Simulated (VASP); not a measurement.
Input for VASP

**POSCAR**
```
ZrS2
1.0
  3.7334620000   0.0000000000   0.0000000000
 -1.8667310000   3.2332730000   0.0000000000
  0.0000000000   0.0000000000   6.1099480000
Zr S
1 2
Cartesian
  0.0000000000   0.0000000000   0.0000000000
  1.8667328667   1.0777565889   4.6563302713
 -0.0000018667   2.1555164111   1.4536177287
```

KPOINTS:
```
Automatic
0
gamma
  2 2 2
0 0 0
```

### INCAR
```
! general
SYSTEM  =ZrS2
PREC    =Accurate
ENCUT   =300   ! plane-wave cut-off (eV)
LREAL   =F
LASPH   =T   ! aspherical one-centre terms
ISYM    =3

! electronic loop
EDIFF   =1E-6   ! SCF stop (eV)
NELM    =100
ALGO    =Normal   ! blocked Davidson
LMAXMIX =4   ! l cut-off of mixed one-centre charges

! smearing
ISMEAR  =0
SIGMA   =0.01   ! width (eV)

! functional
GGA     =PE
LHFCALC =T
AEXX    =0.25
HFSCREEN=0.2   ! 1/Angstrom
PRECFOCK=Fast

! ions
ISIF    =2

! output
LWAVE   =F
LCHARG  =F
```

POTCAR, in this order: Zr_sv S (PBE.64 set). Program: vasp_std.

**Question.** Translate this HSE06 calculation to Quantum ESPRESSO's pw.x.

**Answer.** One equivalent input (not run):
```
&CONTROL
  calculation = 'scf'
  pseudo_dir = './pseudo'
  outdir = './out'
  tprnfor = .true.
  tstress = .false.
/
&SYSTEM
  ibrav = 0
  nat = 3
  ntyp = 2
  ecutwfc = 66
  occupations = 'smearing'
  smearing = 'gaussian'
  degauss = 0.000735
  input_dft = 'hse'
  nqx1 = 2
  nqx2 = 2
  nqx3 = 2
  screening_parameter = 0.1058
/
&ELECTRONS
  conv_thr = 7.3e-08
  electron_maxstep = 100
/
ATOMIC_SPECIES
  Zr 91.224 Zr.upf
  S 32.060 S.upf
CELL_PARAMETERS angstrom
     3.7334620    0.0000000    0.0000000
    -1.8667310    3.2332730    0.0000000
     0.0000000    0.0000000    6.1099480
ATOMIC_POSITIONS crystal
  Zr   0.0000000  0.0000000  0.0000000
  S    0.6666670  0.3333330  0.7620900
  S    0.3333330  0.6666670  0.2379100
K_POINTS automatic
  2 2 2 0 0 0
```
What does not carry over: the potentials are each code's own (VASP's PAW set, PseudoDojo norm-conserving files in pw.x), so ENCUT and ecutwfc are chosen apart and not converted; conv_thr bounds pw.x's estimated SCF error, while EDIFF bounds the energy change between steps.

The structure comes from a computed database's ZrS2 entry; how it stands against other phases isn't given here. The cell was not relaxed at this level. The k-mesh is coarse (spacing up to 0.97 per Å, 2π included), so the numbers may not be converged in it. The run is one of a series of settings (AEXX = 0.25, HFSCREEN = 0.2, ISYM = 3, LHFCALC = .TRUE., PRECFOCK = Fast, KPOINTS 2×2×2 Γ-centred mesh against the base run), some of them coarse on purpose.
